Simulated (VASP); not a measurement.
Level of theory: PW91 GGA, VASP's PBE PAW potentials (set 64) (plane waves; VASP).

VASP input:

### KPOINTS
```
K-points
0
Gamma
 13 13 4
```

**POSCAR**
```
C
1.0
  1.2334140287  -2.1363352675   0.0000000000
  1.2334140287   2.1363352675   0.0000000000
  0.0000000000   0.0000000000   7.8318974028
C
4
Cart
  1.2334140287  -2.1363352675   1.9579743507
  1.2334140287   2.1363352675   5.8739230521
  1.2334140287   0.7121131801   1.9579743507
  1.2334140287  -0.7121131801   5.8739230521
```

INCAR:
```
# general
SYSTEM=C
PREC  =Accurate
ENCUT =520
LREAL =.False.   # projection in real space or not
LASPH =.True.

# electronic loop
EDIFF =1E-6
NELM  =100
ALGO  =Normal

# smearing
ISMEAR=1   # Methfessel-Paxton
SIGMA =0.1   # width (eV)

# functional
GGA   =91

# ions
IBRION=2   # conjugate gradients
NSW   =60
ISIF  =3   # ions, shape and volume
EDIFFG=-0.02   # ionic stop

# output
LWAVE =.False.
LCHARG=.False.
```

POTCAR, in this order: C (PBE.64 set). Program: vasp_std.

The resulting files:

### OSZICAR
```
       N       E                     dE             d eps       ncg     rms          rms(c)
DAV:   1     0.566008874293E+02    0.56601E+02   -0.80201E+03  1520   0.120E+03
DAV:   2    -0.346314739060E+02   -0.91232E+02   -0.83318E+02  2120   0.231E+02
DAV:   3    -0.393691795160E+02   -0.47377E+01   -0.47027E+01  1884   0.544E+01
DAV:   4    -0.394390882016E+02   -0.69909E-01   -0.69797E-01  1920   0.758E+00
DAV:   5    -0.394407028332E+02   -0.16146E-02   -0.16137E-02  1892   0.112E+00    0.890E+00
DAV:   6    -0.375658137117E+02    0.18749E+01   -0.18454E+00  1780   0.932E+00    0.517E+00
DAV:   7    -0.369427032308E+02    0.62311E+00   -0.21852E+00  1768   0.102E+01    0.139E+00
DAV:   8    -0.369562974974E+02   -0.13594E-01   -0.78795E-02  1704   0.190E+00    0.148E-01
DAV:   9    -0.369560739964E+02    0.22350E-03   -0.17609E-03  1888   0.338E-01    0.798E-02
DAV:  10    -0.369565502288E+02   -0.47623E-03   -0.74612E-04  1756   0.204E-01    0.398E-02
DAV:  11    -0.369565541227E+02   -0.38939E-05   -0.92392E-06  2072   0.254E-02    0.451E-03
DAV:  12    -0.369565564261E+02   -0.23034E-05   -0.23714E-06  1792   0.127E-02    0.337E-03
DAV:  13    -0.369565563812E+02    0.44969E-07   -0.24832E-07  1328   0.434E-03
   1 F= -.36956556E+02 E0= -.36956620E+02  d E =-.369566E+02
       N       E                     dE             d eps       ncg     rms          rms(c)
DAV:   1    -0.369569884615E+02   -0.43204E-03   -0.13190E-02  1548   0.973E-01    0.688E-02
DAV:   2    -0.369567695318E+02    0.21893E-03   -0.28460E-04  1740   0.131E-01    0.399E-02
DAV:   3    -0.369566652659E+02    0.10427E-03   -0.32889E-04  1848   0.124E-01    0.116E-02
DAV:   4    -0.369566651386E+02    0.12726E-06   -0.11406E-05  1720   0.258E-02    0.490E-03
DAV:   5    -0.369566652601E+02   -0.12155E-06   -0.10717E-06  1288   0.927E-03
   2 F= -.36956665E+02 E0= -.36956730E+02  d E =-.108879E-03
       N       E                     dE             d eps       ncg     rms          rms(c)
DAV:   1    -0.369566718136E+02   -0.66750E-05   -0.21809E-04  1572   0.125E-01    0.848E-03
DAV:   2    -0.369566684124E+02    0.34012E-05   -0.45544E-06  1752   0.167E-02    0.494E-03
DAV:   3    -0.369566668910E+02    0.15214E-05   -0.53892E-06  1824   0.158E-02    0.147E-03
DAV:   4    -0.369566668640E+02    0.26987E-07   -0.12913E-07   972   0.294E-03
   3 F= -.36956667E+02 E0= -.36956731E+02  d E =-.110483E-03
       N       E                     dE             d eps       ncg     rms          rms(c)
DAV:   1    -0.369567605137E+02   -0.93623E-04   -0.13531E-03  1536   0.302E-01    0.245E-02
DAV:   2    -0.369567331166E+02    0.27397E-04   -0.34825E-05  1556   0.458E-02    0.132E-02
DAV:   3    -0.369567211871E+02    0.11929E-04   -0.37680E-05  1716   0.419E-02    0.377E-03
DAV:   4    -0.369567212074E+02   -0.20278E-07   -0.67629E-07  1228   0.701E-03
   4 F= -.36956721E+02 E0= -.36956786E+02  d E =-.543434E-04
       N       E                     dE             d eps       ncg     rms          rms(c)
DAV:   1    -0.369572303485E+02   -0.50916E-03   -0.12134E-02  1528   0.904E-01    0.727E-02
DAV:   2    -0.369569867201E+02    0.24363E-03   -0.30933E-04  1548   0.137E-01    0.394E-02
DAV:   3    -0.369568811585E+02    0.10556E-03   -0.33562E-04  1688   0.125E-01    0.113E-02
DAV:   4    -0.369568815212E+02   -0.36275E-06   -0.64303E-06  1676   0.209E-02
   5 F= -.36956882E+02 E0= -.36956946E+02  d E =-.214657E-03
       N       E                     dE             d eps       ncg     rms          rms(c)
DAV:   1    -0.369585572479E+02   -0.16761E-02   -0.48188E-02  1520   0.180E+00    0.143E-01
DAV:   2    -0.369576035167E+02    0.95373E-03   -0.12169E-03  1524   0.272E-01    0.778E-02
DAV:   3    -0.369571887699E+02    0.41475E-03   -0.13239E-03  1680   0.248E-01    0.225E-02
DAV:   4    -0.369571903354E+02   -0.15655E-05   -0.25325E-05  1736   0.414E-02    0.221E-02
DAV:   5    -0.369571924254E+02   -0.20900E-05   -0.21788E-06  1524   0.143E-02    0.109E-02
DAV:   6    -0.369571960679E+02   -0.36425E-05   -0.26326E-05  1652   0.420E-02    0.202E-02
DAV:   7    -0.369571917548E+02    0.43131E-05   -0.30002E-06  1600   0.143E-02    0.563E-03
DAV:   8    -0.369571888422E+02    0.29126E-05   -0.48942E-06  1632   0.175E-02    0.126E-02
DAV:   9    -0.369571900232E+02   -0.11811E-05   -0.55238E-07  1028   0.657E-03    0.553E-03
DAV:  10    -0.369571907536E+02   -0.73033E-06   -0.27943E-07   828   0.455E-03
   6 F= -.36957191E+02 E0= -.36957256E+02  d E =-.523890E-03
       N       E                     dE             d eps       ncg     rms          rms(c)
DAV:   1    -0.369633364597E+02   -0.61464E-02   -0.19133E-01  1532   0.358E+00    0.290E-01
DAV:   2    -0.369594459467E+02    0.38905E-02   -0.48993E-03  1532   0.545E-01    0.157E-01
DAV:   3    -0.369577581758E+02    0.16878E-02   -0.54140E-03  1668   0.502E-01    0.458E-02
DAV:   4    -0.369577658615E+02   -0.76857E-05   -0.10602E-04  1744   0.846E-02    0.471E-02
DAV:   5    -0.369577668155E+02   -0.95393E-06   -0.20219E-06  1540   0.123E-02
   7 F= -.36957767E+02 E0= -.36957832E+02  d E =-.109995E-02
```

### OUTCAR
```
------------------------ aborting loop because EDIFF is reached ----------------------------------------
  FORCE on cell =-STRESS in cart. coord.  units (eV):
  Direction    XX          YY          ZZ          XY          YZ          ZX
  --------------------------------------------------------------------------------------
  Total        0.0748525      0.0748525      0.0151266      0.0000000      0.0000000      0.0000000
  in kB        2.8725588      2.8725574      0.5805007      0.0000000      0.0000000      0.0000000
  external PRESSURE =       2.1085389 kB  Pullay stress =       0.0000000 kB
  volume of cell :       41.75
      direct lattice vectors                 reciprocal lattice vectors
     1.232741254 -2.135169989  0.000000000     0.405600119 -0.234173393  0.000000000
     1.232741254  2.135169989  0.000000000     0.405600119  0.234173393  0.000000000
    -0.000000000  0.000000000  7.930738907    -0.000000000  0.000000000  0.126091656
 POSITION                                       TOTAL-FORCE (eV/Angst)
 -----------------------------------------------------------------------------------
     -0.00000      0.00000      1.98268        -0.000000      0.000000     -0.000000
     -0.00000     -0.00000      5.94805        -0.000000     -0.000000     -0.000000
      1.23274      0.71172      1.98268        -0.000000     -0.000000      0.000000
      1.23274     -0.71172      5.94805         0.000000      0.000000     -0.000000
 -----------------------------------------------------------------------------------
    total drift:                                0.000000     -0.000000      0.000000
  FREE ENERGIE OF THE ION-ELECTRON SYSTEM (eV)
  ---------------------------------------------------
  free  energy   TOTEN  =       -36.9577668155 eV

  energy  without entropy=      -36.9579638295  energy(sigma->0) =      -36.95783249

 reached required accuracy - stopping structural energy minimisation
```
(Selected blocks of OUTCAR.)

**CONTCAR**
```
C
   1.00000000000000
     1.2327412542362761   -2.1351699887645115    0.0000000000000000
     1.2327412542362761    2.1351699887645115    0.0000000000000000
    -0.0000000000000000    0.0000000000000000    7.9307389073035583
  C
     4
Direct
     0.0000000000000000    0.0000000000000000    0.2500000000000000
     0.0000000000000000    0.0000000000000000    0.7500000000000000
     0.3333330000000032    0.6666669999999968    0.2500000000000000
     0.6666669999999968    0.3333330000000032    0.7500000000000000
```

Without a dispersion term in the relaxation, distances and binding between the weakly bound layers, chains or molecules are unreliable, and so is what depends on them.

The compound is C in the graphite structure. This run relaxes it. Symmetry was kept, so distortions that lower it aren't found. The start is the result of an earlier pass.
